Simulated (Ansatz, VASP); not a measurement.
# Cross-check of Sr4Li8Al14Si10O49 between VASP and Ansatz, part 4 of 4

One calculation is typed for both programs; each brings its own data sets. How far apart do they land? Of the first pair: The structure shown is frame 111 of Ansatz's trajectory.

VASP 6.6.1 and Ansatz 0.2.0.

So far. Step 6 (VASP: single point, PBE, pair 2): The run ends at a pressure of 1.45 GPa, with forces up to 4.0 eV/Å.

## (9) VASP: single point, PBE, pair 3

Level of this step: PBE; plane waves and PAW (Si, Al, Li_sv, Sr_sv, O) (VASP).

The same cell, functional and mesh now go to VASP, with its own data sets.

INCAR reads:

```
SYSTEM = Sr4Li8Al14Si10O49
PREC = Accurate
ENCUT = 650
EDIFF = 1E-06
NELM = 120
ISMEAR = 0
SIGMA = 0.01
LREAL = Auto
ALGO = Normal
GGA = PE
NBANDS = 280
LORBIT = 11
LWAVE = .FALSE.
LCHARG = .FALSE.
ISIF = 2
LASPH = .TRUE.
GGA_COMPAT = .FALSE.
EFERMI = MIDGAP
NCORE = 2
```

POSCAR reads:

```
Sr4Li8Al14Si10O49
1.0
   10.1517000000      0.0000000000      0.0000000000
    0.0000000000     10.1517000000      0.0000000000
    0.0000000000      0.0000000000     10.1517000000
Si Al Li Sr O
10 14 8 4 49
Direct
    0.6010914428      0.4569973502      0.5094910212
    0.1556488076      0.9958036585      0.8951998187
    0.7939556922      0.1643271570      0.7621580622
    0.5132637883      0.1220189722      0.2847798891
    0.5644571845      0.6551513540      0.3063526306
    0.6129810771      0.3216505610      0.9385029108
    0.8848271718      0.3823596048      0.4002974871
    0.0626003527      0.8655299112      0.3466414492
    0.2636110208      0.2994079809      0.2997429002
    0.2547258095      0.6979126649      0.6323571422
    0.9986800240      0.8431494232      0.6465321079
    0.9459597900      0.4956312736      0.9819242097
    0.7579223184      0.1349527665      0.4579233035
    0.0658608903      0.0961907858      0.1815360974
    0.3690711900      0.7523370470      0.9087837505
    0.3134450388      0.2840804988      0.8893584326
    0.2150871283      0.5442339707      0.0930780066
    0.4290414413      0.9616024902      0.5533555956
    0.3690416383      0.2672852823      0.5988750653
    0.8258813795      0.2493276988      0.1338790547
    0.7174758907      0.8517883704      0.5333983471
    0.2811745816      0.6251662283      0.3627865284
    0.6406808712      0.6256587567      0.9814907848
    0.0261237034      0.2910842519      0.8576297566
    0.7528788282      0.8454249042      0.2841593034
    0.5340386339      0.7243220347      0.7099796093
    0.9995665751      0.5938808278      0.2849276476
    0.1459952520      0.4403301910      0.5448348552
    0.6087551839      0.3588758533      0.2326605396
    0.0923096624      0.1434833575      0.4654589872
    0.1924800772      0.5096486303      0.8305998010
    0.4639617010      0.4855935459      0.7465449137
    0.8369337155      0.5525478491      0.6897071426
    0.8778332693      0.8922446487      0.0219175114
    0.5368361949      0.0141257129      0.8341854074
    0.3281026823      0.8916043618      0.1918496409
    0.3335500458      0.8164740881      0.5744161076
    0.5750071417      0.8898706621      0.6162022124
    0.5530403775      0.5007338672      0.3597722549
    0.0531044062      0.9349271551      0.7881044554
    0.6474876129      0.2085562024      0.3352738950
    0.1430991854      0.2463331265      0.2077878582
    0.7130529862      0.1454239191      0.6243486313
    0.6251268260      0.6639085079      0.1612636307
    0.4780775634      0.2312322074      0.8965591970
    0.5469625777      0.7661672429      0.9006373317
    0.0915314676      0.9870169528      0.0427613109
    0.7256124590      0.3040081957      0.8231626230
    0.0356984544      0.9200823507      0.4932572870
    0.9448368254      0.3245466277      0.0174453540
    0.2574839682      0.4705812820      0.2590699095
    0.2847897396      0.5646344947      0.5384024351
    0.1483495375      0.9961681295      0.2969256381
    0.3731690259      0.1034309525      0.6531910911
    0.8133120561      0.6036722913      0.9511116365
    0.2525389836      0.4103549159      0.9780430864
    0.8387462198      0.7984377001      0.6468079238
    0.9405025759      0.8342346602      0.2362658471
    0.8358206015      0.3804190431      0.2513175133
    0.2897642759      0.3638109873      0.7313257878
    0.5186914507      0.3256400406      0.5487947831
    0.3338357122      0.6505314381      0.7706689520
    0.7581882837      0.0427219086      0.8621413162
    0.7585035019      0.9704384487      0.4202350345
    0.5606548657      0.4751420944      0.9258449324
    0.4213678497      0.7062068422      0.2989942571
    0.2936848016      0.9154525843      0.8890727661
    0.0994907257      0.7039215107      0.6625983825
    0.0530157511      0.5821389521      0.0932947191
    0.2384723741      0.2644483190      0.4499344937
    0.0029650206      0.4777623452      0.4318882552
    0.1549691185      0.7341529005      0.3392732252
    0.4056561955      0.2380290986      0.2543317868
    0.5180314627      0.0357674084      0.1468029985
    0.3032497020      0.6776697499      0.0519420393
    0.1603278269      0.1573431051      0.8755085355
    0.5945408158      0.5648118049      0.6282888580
    0.6684791710      0.7328624762      0.4016470148
    0.9147039412      0.2195986879      0.4412856960
    0.0249022331      0.4567116838      0.8236650019
    0.6651398288      0.2928770551      0.0851877026
    0.4408030182      0.0077425456      0.3820739384
    0.9484421328      0.2051873085      0.7356501867
    0.7612222583      0.4202842874      0.4893072096
    0.8909049716      0.1013426323      0.1669277067
```

KPOINTS reads:

```
Automatic mesh
0
Gamma
1 1 1
0 0 0
```

The projector-augmented-wave data sets are Si, Al, Li_sv, Sr_sv and O (PBE family, release 64).

The run is started by

```console
$ mpirun -np 8 vasp_gam
```

Numbers of over 12 decimals in the logs are rounded to 6 here.

What it wrote:

```text
[... set-up lines as in an earlier step ...]
 entering main loop
       N       E                     dE             d eps       ncg     rms          rms(c)
DAV:   1     0.482464965693E+04    0.48246E+04   -0.28565E+05   560   0.190E+03
DAV:   2    -0.212945773528E+03   -0.50376E+04   -0.48316E+04   688   0.439E+02
DAV:   3    -0.666636187746E+03   -0.45369E+03   -0.45057E+03   680   0.138E+02
DAV:   4    -0.687524633721E+03   -0.20888E+02   -0.20805E+02   848   0.261E+01
[...]
DAV:  17    -0.602220154060E+03    0.50736E-06   -0.34124E-05   696   0.206E-02    0.937E-03
DAV:  18    -0.602220154379E+03   -0.31986E-06   -0.21293E-05   672   0.124E-02    0.761E-03
DAV:  19    -0.602220154144E+03    0.23580E-06   -0.39953E-06   624   0.461E-03
   1 F= -.60222015E+03 E0= -.60222015E+03  d E =0.000000E+00
```

Parts of OUTCAR (step 9):

```text
  Total       16.8993485      2.8620961     10.4001603      1.7639556     -7.8857167    -11.2010187
  in kB       25.8799968      4.3830706     15.9270114      2.7013565    -12.0763427    -17.1534617
  external PRESSURE =      15.3966929 kB  Pullay stress =       0.0000000 kB

 POSITION                                       TOTAL-FORCE (eV/Angst)
 -----------------------------------------------------------------------------------
      6.10210      4.63930      5.17220         0.209611     -0.636758      0.405211
      1.58010     10.10910      9.08780        -1.324342     -0.191971     -1.183164
      8.06000      1.66820      7.73720        -0.154713     -0.402577     -1.105245
      5.21050      1.23870      2.89100         0.811432     -2.322578     -1.107002
      5.73020      6.65090      3.11000         3.814926     -0.353670      0.509126
      6.22280      3.26530      9.52740        -1.525750      0.390594     -0.921512
      8.98250      3.88160      4.06370         1.297813     -3.617665     -0.459215
      0.63550      8.78660      3.51900        -2.400558      0.488842     -1.390856
      2.67610      3.03950      3.04290        -0.437893      1.128990     -2.676143
      2.58590      7.08500      6.41950         0.607940     -2.359020      0.661220
     10.13830      8.55940      6.56340         1.604028      1.660845      0.236322
      9.60310      5.03150      9.96820         0.854839      1.403837      1.396940
      7.69420      1.37000      4.64870         0.554641      0.276720     -0.356541
      0.66860      0.97650      1.84290        -1.075321     -0.035570     -0.491195
[...]
-----------------------------------------------------------------------------------
    total drift:                                0.020549     -0.022615      0.023840

  FREE ENERGIE OF THE ION-ELECTRON SYSTEM (eV)
  ---------------------------------------------------
  free  energy   TOTEN  =      -602.2201541436 eV

  energy  without entropy=     -602.2201541436  energy(sigma->0) =     -602.22015414

[... 2 parts as in an earlier step ...]

[... 1 further part left out ...]
[key lines of the parts left out:]
E-fermi :   4.4533
```

The run ends at a pressure of 1.54 GPa, with forces up to 3.9 eV/Å.

## (10) Differences

Forces on 10 of the 85 atoms, those with the largest forces and the largest differences (eV/Å; atoms numbered as in POSCAR):

| atom | Ansatz x, y, z | VASP x, y, z |
| --- | --- | --- |
| Si5 | 3.805, -0.347, 0.519 | 3.815, -0.354, 0.509 |
| Si7 | 1.319, -3.599, -0.484 | 1.298, -3.618, -0.459 |
| Si9 | -0.457, 1.074, -2.626 | -0.438, 1.129, -2.676 |
| Al17 | 0.632, -3.113, -0.329 | 0.670, -3.142, -0.312 |
| Sr34 | -0.309, 0.021, -0.647 | -0.372, -0.023, -0.701 |
| O66 | -3.333, 0.582, 1.009 | -3.371, 0.552, 1.041 |
| O70 | 0.610, 0.756, 2.851 | 0.624, 0.760, 2.926 |
| O74 | 0.332, 0.253, 0.510 | 0.362, 0.231, 0.439 |
| O76 | 1.958, 2.306, 0.365 | 1.966, 2.355, 0.369 |
| O84 | -2.381, 1.123, 2.177 | -2.411, 1.124, 2.163 |

The forces differ by 25 meV/Å r.m.s., which is 2.5 % of the r.m.s. force of 1.023 eV/Å (both taken over all components).

## (11) Outcome

```json
{
  "r.m.s. force difference (single point, PBE, pair 1)": "2.6 % of the r.m.s. force",
  "r.m.s. force difference (single point, PBE, pair 2)": "2.7 % of the r.m.s. force",
  "r.m.s. force difference (single point, PBE, pair 3)": "2.5 % of the r.m.s. force"
}
```

**Reading.** The r.m.s. force difference is 2.7 % of the r.m.s. force (single point, PBE, pair 2), within the 3 % picked in this series as the mark of a large difference. Such differences can come from data sets, numerical settings and the points named under the comparisons, not from the functional's error against experiment.

[Lines on the potential files, build, host, timing and source positions are cut from VASP's logs without a mark.]

[Logs are printed without paths, hosts, clocks, repeated set-up lines and the standing remarks that a program may print on its own settings, such as how far it seeks lower states.]

[Hosts, paths, dates, database ids (printed as entryN), source tags and the programs' standing remarks are cut or masked in the printed files.]
